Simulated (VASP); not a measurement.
Set up this calculation in VASP 6.6.1, as the native input.

```
Task                   : band structure
Functional             : PBE
Potentials or basis    : VASP PAW PBE potentials, release 64 (Mg, Cd, Te)
Cutoff                 : 520 eV
k mesh                 : 8 × 8 × 8
Occupations            : gaussian, width 0.03 eV
Spin                   : no spin polarisation
Further INCAR settings : ALGO = Normal; EDIFF = 1e-07; NBANDS = 31
```

The structure of MgCd2Te3 lies in POSCAR:

```
MgCd2Te3
1.0
   -2.3297000000      2.3297000000      9.8539400000
    2.3297000000     -2.3297000000      9.8539400000
    2.3297000000      2.3297000000     -9.8539400000
Mg Cd Te
1 2 3
Direct
    0.0000000000      0.0000000000      0.0000000000
    0.3344760000      0.3344760000      0.0000000000
    0.6655240000      0.6655240000      0.0000000000
    0.9193660000      0.4193660000      0.5000000000
    0.5806340000      0.0806340000      0.5000000000
    0.2500000000      0.7500000000      0.5000000000
```

The cell was built by a generator and needn't be a form met in nature.

These files were run (other wordings do the same):

INCAR

```
  ALGO = Normal
  EDIFF = 1E-7
  ENCUT = 520
  GGA = PE
  ISIF = 2
  ISMEAR = 0
  KPAR = 2
  LASPH = True
  LCHARG = False
  LREAL = False
  LWAVE = False
  NBANDS = 31
  NELM = 60
  PREC = Accurate
  SIGMA = 0.03
```

KPOINTS

```
k-points
0
Gamma
  8 8 8
```

KPOINTS_OPT

```
path GXYSGZS1NPY1Z,XP
15
line-mode
reciprocal
 0.0000000000  0.0000000000  0.0000000000  G
-0.5000000000  0.5000000000  0.0000000000  X

-0.5000000000  0.5000000000  0.0000000000  X
-0.5000000000  0.5000000000 -0.0279479641  Y

-0.5000000000  0.5000000000 -0.0279479641  Y
-0.2639739820  0.2639739820 -0.2639739820  S

-0.2639739820  0.2639739820 -0.2639739820  S
 0.0000000000  0.0000000000  0.0000000000  G

 0.0000000000  0.0000000000  0.0000000000  G
 0.5000000000  0.5000000000 -0.5000000000  Z

 0.5000000000  0.5000000000 -0.5000000000  Z
 0.2639739820  0.7360260180 -0.7360260180  S1

 0.2639739820  0.7360260180 -0.7360260180  S1
 0.0000000000  0.5000000000 -0.5000000000  N

 0.0000000000  0.5000000000 -0.5000000000  N
-0.2500000000  0.7500000000 -0.2500000000  P

-0.2500000000  0.7500000000 -0.2500000000  P
 0.0279479641  0.9720520359 -0.5000000000  Y1

 0.0279479641  0.9720520359 -0.5000000000  Y1
 0.5000000000  0.5000000000 -0.5000000000  Z

-0.5000000000  0.5000000000  0.0000000000  X
-0.2500000000  0.7500000000 -0.2500000000  P
```

Potentials or basis: VASP PAW PBE potentials, release 64 (Mg, Cd, Te).

Run with:

```bash
$ cat potpaw_PBE.64/Mg/POTCAR potpaw_PBE.64/Cd/POTCAR potpaw_PBE.64/Te/POTCAR > POTCAR
$ mpirun -np 2 vasp_std > vasp.out
```

It gave:

The pressure is 0.0 GPa, the band gap on the k mesh is 1.09 eV, direct and the band gap along the path is 1.09 eV, direct.

Caveat: spin-orbit coupling is left out, which moves the levels of the heavy elements.

Run time: 26 min on 2 MPI ranks on Intel(R) Xeon(R) Platinum 8559C (Emerald Rapids) (shared host), peak memory 1.2 GiB a rank.
